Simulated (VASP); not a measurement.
Output of a VASP run:

OSZICAR:
```
       N       E                     dE             d eps       ncg     rms          rms(c)
DAV:   1     0.941685687345E+02    0.94169E+02   -0.63960E+03  2316   0.123E+03
DAV:   2     0.193447480023E+00   -0.93975E+02   -0.92069E+02  2339   0.303E+02
DAV:   3    -0.392703016104E+01   -0.41205E+01   -0.41002E+01  2723   0.757E+01
DAV:   4    -0.401616775134E+01   -0.89138E-01   -0.89138E-01  2739   0.122E+01
DAV:   5    -0.402007744051E+01   -0.39097E-02   -0.39096E-02  2880   0.224E+00    0.590E-01
RMM:   6    -0.400606705102E+01    0.14010E-01   -0.17774E-02  2292   0.225E+00    0.285E-01
RMM:   7    -0.400258513122E+01    0.34819E-02   -0.10710E-02  2288   0.135E+00    0.906E-02
RMM:   8    -0.400250247300E+01    0.82658E-04   -0.19407E-03  2523   0.831E-01    0.160E-02
RMM:   9    -0.400256830277E+01   -0.65830E-04   -0.73276E-04  2493   0.309E-01    0.178E-02
RMM:  10    -0.400257483668E+01   -0.65339E-05   -0.23594E-04  2338   0.335E-01    0.103E-02
RMM:  11    -0.400258011893E+01   -0.52822E-05   -0.11977E-04  2261   0.134E-01    0.271E-03
RMM:  12    -0.400258233720E+01   -0.22183E-05   -0.24260E-05  1705   0.727E-02
   1 F= -.40025823E+01 E0= -.40026125E+01  d E =-.400258E+01
```

OUTCAR:
```
------------------------ aborting loop because EDIFF is reached ----------------------------------------
  FORCE on cell =-STRESS in cart. coord.  units (eV):
  Direction    XX          YY          ZZ          XY          YZ          ZX
  --------------------------------------------------------------------------------------
  Total        0.0262474      0.0262474      0.0262474      0.0000000      0.0000000     -0.0000000
  in kB        1.4053860      1.4053860      1.4053860      0.0000000      0.0000000     -0.0000000
  external PRESSURE =       1.4053860 kB  Pullay stress =       0.0000000 kB
  volume of cell :       29.92
      direct lattice vectors                 reciprocal lattice vectors
     0.000000000  2.464093809  2.464093809    -0.202914353  0.202914353  0.202914353
     2.464093809  0.000000000  2.464093809     0.202914353 -0.202914353  0.202914353
     2.464093809  2.464093809  0.000000000     0.202914353  0.202914353 -0.202914353
 POSITION                                       TOTAL-FORCE (eV/Angst)
 -----------------------------------------------------------------------------------
      0.00000      0.00000      0.00000         0.000000     -0.000000      0.000000
 -----------------------------------------------------------------------------------
    total drift:                                0.000000      0.000000      0.000000
  FREE ENERGIE OF THE ION-ELECTRON SYSTEM (eV)
  ---------------------------------------------------
  free  energy   TOTEN  =        -4.0025823372 eV

  energy  without entropy=       -4.0026728309  energy(sigma->0) =       -4.00261250

 reached required accuracy - stopping structural energy minimisation
```
(Selected blocks of OUTCAR.)

File POSCAR:
```
Pb
1
    0.0000000000     2.4640938087     2.4640938087
    2.4640938087     0.0000000000     2.4640938087
    2.4640938087     2.4640938087     0.0000000000
Pb
1
Direct
  0.0000000000   0.0000000000   0.0000000000
```

### Question
Reconstruct the remaining input files.

### Answer
This is not unique; one that fits is the input of the run itself, PBEsol GGA, plane waves, VASP's PBE PAW potentials (set 64).

**INCAR**
```
ALGO = Fast
EDIFF = 1E-5
EDIFFG = -0.03
ENCUT = 400
GGA = PS
IBRION = 2
ISIF = 2
ISMEAR = 1
LASPH = .TRUE.
LCHARG = .FALSE.
LMAXMIX = 4
LREAL = .FALSE.
LWAVE = .FALSE.
NELM = 100
NELMIN = 4
NSW = 20
PREC = Normal
SIGMA = 0.1
SYSTEM = Pb
```

KPOINTS:
```
Automatic mesh
0
Gamma
14 14 14
0 0 0
```

POTCAR, in this order: Pb_d (PBE.64 set). Program: vasp_std.

The compound is Pb in the fcc structure. It was relaxed first.
